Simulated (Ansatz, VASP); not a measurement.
## Cross-check of PtC (rocksalt type (invented)) between VASP and Ansatz

Aim: how closely do two programs agree when they are given the same cell, functional and k mesh? The cell is generated by rule, not measured, and may not be a known phase. The cell is taken from a series of runs on this material, whose earlier steps may have relaxed, scaled, displaced or heated it; both programs get it as it stands.

Program: Ansatz 0.2.0. Level of theory: plane waves, with VASP 6.6.1 beside it; relaxation of cell and atoms at PBE. Results are calculated unless marked as measured.

## 1. The starting structure

Symmetry: Fm-3m, No. 225, cubic system. Conventional cell: a = 4.464 Å, b = 4.464 Å, c = 4.464 Å, α = 90.00°, β = 90.00°, γ = 90.00°. Pt has 6 C at 2.23 Å nearest. Nearest to C lie 6 Pt at 2.23 Å. Farther neighbours are not listed.

Coordinates:

```cif
data_structure
_symmetry_space_group_name_H-M 'Fm-3m'
_symmetry_Int_Tables_number 225
_cell_length_a 4.4641
_cell_length_b 4.4641
_cell_length_c 4.4641
_cell_angle_alpha 90.000
_cell_angle_beta 90.000
_cell_angle_gamma 90.000
_cell_volume 88.96
loop_
_atom_site_label
_atom_site_type_symbol
_atom_site_symmetry_multiplicity
_atom_site_Wyckoff_symbol
_atom_site_fract_x
_atom_site_fract_y
_atom_site_fract_z
_atom_site_occupancy
Pt1 Pt 4 a 0.00000 0.00000 0.00000 1
C1 C 4 b 0.50000 0.00000 0.00000 1
```

## 2. Ansatz: relaxation of cell and atoms, PBE

Ansatz runs on its default PAW (the set named soft_2) files.

The relaxed volume is the usual yardstick between codes: in a stiff, nearly cubic crystal its relative difference is about their pressure difference at one cell divided by the bulk modulus.

The input, input.yaml:

```yaml
crystal:
  lattice:
    - [0.0, 2.2320376369, 2.2320376369]
    - [2.2320376369, 0.0, 2.2320376369]
    - [2.2320376369, 2.2320376369, 0.0]
  atoms:
    - { symbol: Pt, position: [0.0, 0.0, 0.0] }
    - { symbol: C, position: [0.5, 0.5, 0.5] }
kpoints:
  mp_grid: { grid: [16, 16, 16] }
hamiltonian:
  xc: pbe
scf:
  occupations: { method: gaussian, width: 0.1 }
output:
  forces: true
  stress: true
  eigenvalues: true
relax:
  adjacent_minimum: "off"
  f_tol: 0.005
  max_steps: 80
  cell: { stress_tol: 0.05 }
```

On the command line:

```
$ ansatz run input.yaml --threads 2 --pin off --max-ram 5120MiB --backend cpu --events-out ev --progress --plain --runs-dir out
```

Numbers of over 12 decimals in the logs are rounded to 6 here.

Log:

```text
Engine: ansatz 0.2.0, aarch64-unknown-linux-gnu
Pseudopotentials: kind: paw
Pseudopotential: Pt, paw, valence charge 18, recommended cutoff 420 eV (normal), Pt.paw.azcp
Pseudopotential: C, paw, valence charge 4, recommended cutoff 420 eV (normal), C.paw.azcp
Functional definition: PBE
  parameter kappa = 0.804
  parameter beta = 0.066725
  exchange = pbe_x(kappa = kappa, mu = beta*pi^2/3)
  correlation = pbe_c(beta = beta)
Crystal: 2 atoms, lattice volume = 22.240 Å³
Basis set: ecut = 420 eV, 411 PW (Γ), exchange–correlation on 48×48×48 points (8 copies of the dense FFT grid, shifted against one another)
Bands: 15, of which v1, the nominal top of the filled ones, is band 11 counted from 1 (10 counted from 0)
Symmetry: 48 space group operations
Space group: Fm-3m (ITA 225), of the structure as read, at distance tolerance 2.8e-5 Å
k-points: 145 of 4096
Non-local potential: Pt, projectors of the file, l = 0: 3, l = 1: 2, l = 2: 2, l = 3: 1
Non-local potential: C, projectors of the file, l = 0: 2, l = 1: 2, l = 2: 1
PAW form: soft (Blöchl's): semilocal exchange-correlation on the pseudo side does not see the compensation charge
PAW one-centre angular grid: Pt, 590 points (default); XC on 64 Gauss nodes
PAW one-centre angular grid: C, 110 points (default); XC on 64 Gauss nodes
Initial density: superposition of atomic densities (neutral atoms: chi_scale 0, normalization atom), corrected by the library's trained network
Initial wavefunctions: pseudopotential atomic-orbital guess
Functional: x = pbe(κ = 0.804, μ = 0.219515), c = pbe(β = 0.066725)
SCF iter   1: F=—  HF=-12771.036095 eV  |F-HF|=—  |Δ(HF+E_count)|=         —  Δρ=7.56e-3  dr2=6.86e-3  ethr=1.77e-3  ⟨swp⟩=4.8  Hψ=9886  notcnv=0
preconditioner: auto → none  [metal: Δε(μ)=0.014 eV  Ē_g=11.095 eV  σ=0.100 eV  W_gap=0.08  n_scr=8 (ndim 8)  ℏωp=29.5 eV  f_vac=0.000  D(μ)=0.74/eV (n_scr^D=8)  sad-step TF]
SCF iter   2: F=—  HF=-12771.036683 eV  |F-HF|=—  |Δ(HF+E_count)|=   5.88e-4  Δρ=4.31e-3  dr2=2.99e-3  ethr=3.12e-5  ⟨swp⟩=1.8  Hψ=3822  notcnv=0
SCF iter   3: F=—  HF=-12771.036209 eV  |F-HF|=—  |Δ(HF+E_count)|=   4.73e-4  Δρ=5.16e-4  dr2=3.41e-5  ethr=1.36e-5  ⟨swp⟩=1.6  Hψ=2424  notcnv=0
SCF iter   4: F=—  HF=-12771.036200 eV  |F-HF|=—  |Δ(HF+E_count)|=   9.59e-6  Δρ=1.38e-4  dr2=3.05e-6  ethr=1.55e-7  ⟨swp⟩=2.1  Hψ=3049  notcnv=0
iter 5 did not close the SCF: its close was put off for the readings that it lacked (scf_convergence_deferred on its scf_iter line)
SCF iter   5: F=-12771.036199 eV  HF=-12771.036199 eV  |F-HF|=8.01e-9  |Δ(HF+E_count)|=   9.11e-7  Δρ=1.58e-5  dr2=1.41e-8  ethr=1.39e-8  ⟨swp⟩=2.3  Hψ=3442  notcnv=0
SCF iter   6: F=-12771.036199 eV  HF=-12771.036199 eV  |F-HF|=4.78e-10  |Δ(HF+E_count)|=   1.21e-8  Δρ=2.04e-6  dr2=2.14e-10  ethr=6.40e-11  ⟨swp⟩=1.9  Hψ=7076  notcnv=0
SCF 1 converged in 6 iterations: F = -12771.036199 eV  dr2 = 2.14e-10
  greatest PAW one-centre occupation: 1.000 electrons in one spin orbital (limit 2), on the Pt atom at site 0 (counted from 0), in its partial waves of l = 0
relax step   1: F+E_penalty+E_count = -12771.03619898 eV  Δ(F+E_penalty+E_count) = +0.000e0 eV  max|allowed force component| = 2.005e-30 eV/Å  Δτ_max = 0.0000 Å  P = +0.305 GPa  Ω = 22.240 Å³  (6 SCF iters, dr2 threshold 1.00e-7 eV, accepted)
[...]
relax step   2: F+E_penalty+E_count = -12771.03616607 eV  Δ(F+E_penalty+E_count) = +3.292e-5 eV  max|allowed force component| = 4.930e-31 eV/Å  Δτ_max = 0.0000 Å  P = -0.077 GPa  Ω = 22.273 Å³  energy of the carried Pulay correction = -5.593e-5 eV  (6 SCF iters, dr2 threshold 2.00e-7 eV, accepted)
[...]
relax step   3: F+E_penalty+E_count = -12771.03617897 eV  Δ(F+E_penalty+E_count) = -1.291e-5 eV  max|allowed force component| = 6.574e-31 eV/Å  Δτ_max = 0.0000 Å  P = -0.000 GPa  Ω = 22.266 Å³  energy of the carried Pulay correction = -4.462e-5 eV  (6 SCF iters, dr2 threshold 1.49e-8 eV, accepted)
[...]
relax step   4: F+E_penalty+E_count = -12771.03621757 eV  Δ(F+E_penalty+E_count) = -3.860e-5 eV  max|allowed force component| = 2.136e-30 eV/Å  Δτ_max = 0.0000 Å  P = +0.001 GPa  Ω = 22.266 Å³  stress off target by 1.20e-3 GPa  SCF on the basis re-selected at this cell (its energy is not comparable with the rows above)  (7 SCF iters)
basis re-selected at this cell: Δ(F+E_penalty+E_count) = -3.860e-5 eV, ΔP = +0.001 GPa vs the last step (what re-selecting the basis moved, of the pressure what is left beyond the Pulay correction that the steps carried, after the strain that the cell walked since its last selection, with what the two solves' SCF thresholds leave and, on support functions, any second-order correction that the steps lacked; it is no m [...]
SCF converged after 7 iterations
Free energy (F): -12771.036218 eV
Harris-Foulkes:  -12771.036218 eV  (|F-HF|=0.00e0)
Internal energy: -12771.032408 eV  (E = F + TS)
E sigma→0 (E₀):  -12771.034313 eV
Entropy (-TS):   -0.003810 eV (-1.905 meV/atom)
Fermi energy:    19.470067 eV
--- Per-component energies (eV) ---
  E_band       = -162.288313
  E_kinetic    = 722.004411
  E_local      = -1728.933699  (includes V_loc(G=0)·N_el)
  E_nonlocal   = 226.570504
  E_hartree    = 636.576290
  E_xc         = -308.592902
  E_vxc        = -360.837449  (∫ρ·V_xc dr)
  E_paw        = -9552.468475  (= ΣΔE_a)
  E_vpaw       = -294.244885  (= ΣTr[D̂ρ^β])
  E_aug_tail   = 0.000224  (compensation charges beyond the density's cutoff)
  E_ewald      = -2766.188762
  E_smearing   = -0.003810  (= −TS)
  E_closure    = -0.000000  (closes the sum)
  Σ components = -12771.036218   (vs F -12771.036218, Δ=0.00e0)
--- Forces (eV/Å), atoms counted from 1 ---
  atom   1  Pt    -0.00000000     0.00000000    -0.00000000
  atom   2  C      0.00000000     0.00000000     0.00000000
  max |Σ_I F_I| component: 1.91e-30 eV/Å
--- Stress (GPa, compression-positive) ---
        0.001199       0.000000       0.000000
        0.000000       0.001199       0.000000
        0.000000       0.000000       0.001199
  P = ⅓ Tr σ = 0.0012 GPa (0.012 kbar)
--- Band table (eV; the first three rows and the last of 145) ---
  k-point 0: bands = [... 7 lower, 15.2497, 15.9430, 15.9430, 19.2836, 19.2836, 19.2836, 25.4330, 31.7473]
  k-point 1: bands = [... 7 lower, 15.2559, 15.7599, 15.7599, 19.1540, 19.5964, 19.5964, 25.6624, 31.8389]
  k-point 2: bands = [... 7 lower, 15.0074, 15.6534, 15.6534, 18.8683, 20.3509, 20.3509, 26.2430, 31.9778]
  k-point 144: bands = [... 7 lower, 13.5544, 17.8046, 18.3543, 18.3543, 19.6484, 20.1150, 28.4606, 31.4239]
--- Relaxed structure (3 steps of the walk, 3 accepted, 1 SCFs on fresh bases) ---
  F+E_penalty+E_count = -12771.03621757 eV   max|allowed force component| = 2.136e-30 eV/Å   (the final SCF, on the basis selected at the relaxed cell)
  cell:  # Å, volume = 22.2659 Å³
    - [0, 2.232905, 2.232905]
    - [2.232905, 0, 2.232905]
    - [2.232905, 2.232905, 0]
  atoms:
    - { symbol: Pt, position: [0, 0, 0] }
    - { symbol: C, position: [0.5, 0.5, 0.5] }
```

## 3. VASP: relaxation of cell and atoms, PBE

The same cell, functional, mesh and smearing now go to VASP, with its own data sets.

Lines of VASP's logs that name or quote its potential files are left out, and so is its time.

The input, INCAR:

```
SYSTEM = PtC
PREC = Accurate
ENCUT = 600
EDIFF = 1E-07
NELM = 120
ISMEAR = 0
SIGMA = 0.1
LREAL = .FALSE.
ALGO = Normal
GGA = PE
NBANDS = 13
LASPH = .TRUE.
LORBIT = 11
LWAVE = .FALSE.
LCHARG = .FALSE.
ISIF = 3
IBRION = 2
NSW = 80
EDIFFG = -0.005
GGA_COMPAT = .FALSE.
NELMIN = 4
```

The input, POSCAR:

```
PtC
1.0
    0.0000000000      2.2320380000      2.2320380000
    2.2320380000      0.0000000000      2.2320380000
    2.2320380000      2.2320380000      0.0000000000
Pt C
1 1
Direct
    0.0000000000      0.0000000000      0.0000000000
    0.5000000000      0.5000000000      0.5000000000
```

The input, KPOINTS:

```
Automatic mesh
0
Gamma
16 16 16
0 0 0
```

The projector-augmented-wave data sets are Pt and C (PBE family, release 64).

On the command line:

```
$ mpirun -np 1 vasp_std
```

Log:

```text
[banner, memory and clock lines left out]
running    1 mpi-ranks, on    1 nodes
 distrk:  each k-point on    1 cores,    1 groups
 distr:  one band on    1 cores,    1 groups

 POSCAR found type information on POSCAR PtC
 POSCAR found :  2 types and       2 ions
 LDA part: xc-table for (Slater+PW92), standard interpolation
 POSCAR, INCAR and KPOINTS ok, starting setup
 FFT: planning ... GRIDC
 FFT: planning ... GRID_SOFT
 FFT: planning ... GRID
 WAVECAR not read
 entering main loop
       N       E                     dE             d eps       ncg     rms          rms(c)
DAV:   1     0.620861171680E+02    0.62086E+02   -0.77823E+03  3802   0.114E+03
DAV:   2    -0.121530961863E+02   -0.74239E+02   -0.68721E+02  4600   0.222E+02
DAV:   3    -0.141369370105E+02   -0.19838E+01   -0.19601E+01  4290   0.356E+01
DAV:   4    -0.141458841938E+02   -0.89472E-02   -0.89463E-02  4170   0.281E+00
DAV:   5    -0.141459512368E+02   -0.67043E-04   -0.67043E-04  4260   0.245E-01    0.204E+01
DAV:   6    -0.127498838034E+02    0.13961E+01   -0.12607E+01  4119   0.272E+01    0.110E+01
DAV:   7    -0.124212037593E+02    0.32868E+00   -0.14271E+00  3915   0.105E+01    0.667E+00
DAV:   8    -0.124126935437E+02    0.85102E-02   -0.52322E-02  3910   0.197E+00    0.981E-01
DAV:   9    -0.124101558682E+02    0.25377E-02   -0.63337E-03  4036   0.635E-01    0.206E-01
DAV:  10    -0.124100212214E+02    0.13465E-03   -0.12536E-03  3880   0.269E-01    0.291E-02
DAV:  11    -0.124100232132E+02   -0.19917E-05   -0.25869E-05  4150   0.437E-02    0.197E-02
DAV:  12    -0.124100213804E+02    0.18328E-05   -0.25354E-06  4041   0.124E-02    0.905E-03
DAV:  13    -0.124100208422E+02    0.53824E-06   -0.67879E-07  4285   0.621E-03    0.856E-04
DAV:  14    -0.124100208421E+02    0.75943E-10   -0.18323E-08  2000   0.126E-03
   1 F= -.12410021E+02 E0= -.12408112E+02  d E =-.124100E+02
 curvature:   0.00 expect dE= 0.000E+00 dE for cont linesearch  0.000E+00
 trial: gam= 0.00000 g(F)=  0.495E-61 g(S)=  0.588E-04 ort = 0.000E+00 (trialstep = 0.100E+01)
 search vector abs. value=  0.588E-04
 bond charge predicted
       N       E                     dE             d eps       ncg     rms          rms(c)
DAV:   1    -0.124104431407E+02   -0.42230E-03   -0.80836E-03  3780   0.861E-01    0.147E-01
DAV:   2    -0.124100766637E+02    0.36648E-03   -0.20432E-03  3900   0.391E-01    0.851E-02
DAV:   3    -0.124100113990E+02    0.65265E-04   -0.14469E-04  3944   0.968E-02    0.478E-02
   2 F= -.12410000E+02 E0= -.12408076E+02  d E =0.204597E-04
 trial-energy change:    0.000020  1 .order    0.000018   -0.000059    0.000095
 step:   0.3606(harm=  0.3828)  dis= 0.00000  next Energy=   -12.410031 (dE=-0.105E-04)
 bond charge predicted
       N       E                     dE             d eps       ncg     rms          rms(c)
DAV:   1    -0.124102091987E+02   -0.20881E-03   -0.33021E-03  3780   0.550E-01    0.942E-02
DAV:   2    -0.124100585974E+02    0.15060E-03   -0.82997E-04  3900   0.249E-01    0.538E-02
DAV:   3    -0.124100338124E+02    0.24785E-04   -0.58067E-05  3954   0.614E-02    0.302E-02
DAV:   4    -0.124100308306E+02    0.29817E-05   -0.17971E-05  3850   0.363E-02    0.102E-02
DAV:   5    -0.124100311345E+02   -0.30390E-06   -0.89874E-07  4070   0.719E-03    0.319E-03
DAV:   6    -0.124100312299E+02   -0.95383E-07   -0.11462E-07  2938   0.254E-03
   3 F= -.12410031E+02 E0= -.12408117E+02  d E =-.103878E-04
 curvature:  -0.19 expect dE=-0.196E-07 dE for cont linesearch -0.196E-07
 trial: gam=-0.04005 g(F)=  0.513E-61 g(S)=  0.103E-06 ort = 0.246E-05 (trialstep = 0.872E+00)
 search vector abs. value=  0.280E-09
 reached required accuracy - stopping structural energy minimisation
```

OUTCAR, selected parts (step 3):

```text
ion  position               nearest neighbor table
   1  0.000  0.000  0.000-   2 2.23   2 2.23   2 2.23   2 2.23   2 2.23   2 2.23
   2  0.500  0.500  0.500-   1 2.23   1 2.23   1 2.23   1 2.23   1 2.23   1 2.23

  LATTYP: Found a face centered cubic cell.
 ALAT       =     4.4640760000

 Subroutine GETGRP returns: Found 48 space group operations
 (whereof 48 operations were pure point group operations)

The static configuration has the point symmetry O_h .

 Found    145 irreducible k-points:

   k-points           NKPTS =    145   k-points in BZ     NKDIM =    145   number of bands    NBANDS=     13

   dimension x,y,z NGX =    28 NGY =   28 NGZ =   28
   dimension x,y,z NGXF=    56 NGYF=   56 NGZF=   56

   ENCUT  =  600.0 eV  44.10 Ry    6.64 a.u.   6.30  6.30  6.30*2*pi/ulx,y,z

   NELECT =      14.0000    total number of electrons

 k-points in reciprocal lattice and weights: Automatic mesh
   0.00000000  0.00000000  0.00000000       0.000
   0.06250000  0.00000000  0.00000000       0.002
   0.12500000  0.00000000  0.00000000       0.002
   0.18750000  0.00000000  0.00000000       0.002
   0.25000000  0.00000000  0.00000000       0.002
   0.31250000  0.00000000  0.00000000       0.002
   0.37500000  0.00000000  0.00000000       0.002
   0.43750000  0.00000000  0.00000000       0.002
   0.50000000  0.00000000  0.00000000       0.001
[...]
-0.31250000  0.50000000  0.18750000       0.003
  -0.25000000  0.50000000  0.25000000       0.001

 average (electrostatic) potential at core
       1 -64.4517       2 -45.6870

 E-fermi :  10.3451

 k-point     1 :       0.0000    0.0000    0.0000
  band No.  band energies     occupation
    ...
      5       6.8144      2.00000
      6       6.8144      2.00000
      7      10.1620      1.99037
      8      10.1620      1.99037
      9      10.1620      1.99037
     10      16.3357      0.00000
     11      22.6386      0.00000
     12      30.4464      0.00000
     13      30.4464      0.00000

 k-point     2 :       0.0625    0.0000    0.0000
  band No.  band energies     occupation
    ...
      3       6.1370      2.00000
      4       6.1370      2.00000
      5       6.6328      2.00000
      6       6.6328      2.00000
      7      10.0335      1.99999
      8      10.4745      0.06722
      9      10.4745      0.06722
     10      16.5647      0.00000
     11      22.7307      0.00000
     12      29.4097      0.00000
    ...

 k-point     3 :       0.1250    0.0000    0.0000
  band No.  band energies     occupation
    ...
      3       5.8860      2.00000
      4       5.8860      2.00000
      5       6.5308      2.00000
      6       6.5308      2.00000
      7       9.7475      2.00000
      8      11.2273      0.00000
      9      11.2273      0.00000
     10      17.1444      0.00000
     11      22.8698      0.00000
     12      27.9050      0.00000
    ...

  Total        0.0011915      0.0011915      0.0011915      0.0000000      0.0000000      0.0000000
  in kB        0.0857720      0.0857720      0.0857720      0.0000000      0.0000000      0.0000000
  external PRESSURE =       0.0857720 kB  Pullay stress =       0.0000000 kB

  energy-cutoff  :      600.00
  volume of cell :       22.26
      direct lattice vectors                 reciprocal lattice vectors
    -0.000000000  2.232591424  2.232591424    -0.223954994  0.223954994  0.223954994
     2.232591424 -0.000000000  2.232591424     0.223954994 -0.223954994  0.223954994
     2.232591424  2.232591424 -0.000000000     0.223954994  0.223954994 -0.223954994

 POSITION                                       TOTAL-FORCE (eV/Angst)
 -----------------------------------------------------------------------------------
      0.00000      0.00000      0.00000         0.000000     -0.000000      0.000000
      2.23259      2.23259      2.23259        -0.000000      0.000000     -0.000000
 -----------------------------------------------------------------------------------
    total drift:                                0.000000      0.000000      0.000000

  FREE ENERGIE OF THE ION-ELECTRON SYSTEM (eV)
  ---------------------------------------------------
  free  energy   TOTEN  =       -12.4100312299 eV

  energy  without entropy=      -12.4062019168  energy(sigma->0) =      -12.40811657

 reached required accuracy - stopping structural energy minimisation

 total charge
# of ion       s       p       d       tot
------------------------------------------
    1        0.660   0.629   8.060   9.349
    2        0.859   1.371   0.000   2.230
--------------------------------------------------
tot          1.519   2.000   8.060  11.579

[... 3 further parts left out ...]
```

CONTCAR:

```
PtC
   1.00000000000000
    -0.0000000000000000    2.2325914244030418    2.2325914244030418
     2.2325914244030418   -0.0000000000000000    2.2325914244030418
     2.2325914244030418    2.2325914244030418   -0.0000000000000000
  Pt              C
     1     1
Direct
     0.0000000000000000    0.0000000000000000    0.0000000000000000
     0.5000000000000000    0.5000000000000000    0.5000000000000000
```

## 4. Comparison

Known differences besides the potentials themselves: the data sets hold 22 valence electrons in Ansatz (on its default PAW (the set named soft_2) files) and 14 in VASP; the cutoff is 420 eV in Ansatz and 600 eV in VASP; Ansatz adds a Pulay correction to the stress that steers its cell, VASP none. Total energies have different zeros and are not compared.

Compared:

```
                                         quantity  Ansatz   VASP  difference
                                      volume (Å³)   22.27  22.26     +0.04 %
edge a after relaxation, in the typed setting (Å)   3.158  3.157     +0.01 %
```

## 5. Outcome

```
difference in volume (relaxation of cell and atoms, PBE) : 0.042 %
```

What this shows: The difference in volume is 0.042 % (relaxation of cell and atoms, PBE), within the 1.2 % picked in this series as the mark of a large difference, as far as the stopping tolerances let one tell. The data sets hold unlike numbers of valence electrons (22 in Ansatz and 14 in VASP), so part of the differences comes from the potentials. 1 further run of this series is not shown here. How closely two codes agree says nothing of how well the functional describes the real material.

[Lines on the potential files, build, host, timing and source positions are cut from VASP's logs without a mark.]

[Logs are printed without paths, hosts, clocks, repeated set-up lines and the standing remarks that a program may print on its own settings, such as how far it seeks lower states.]

[Hosts, paths, dates, database ids (printed as entryN), source tags and the programs' standing remarks are cut or masked in the printed files.]
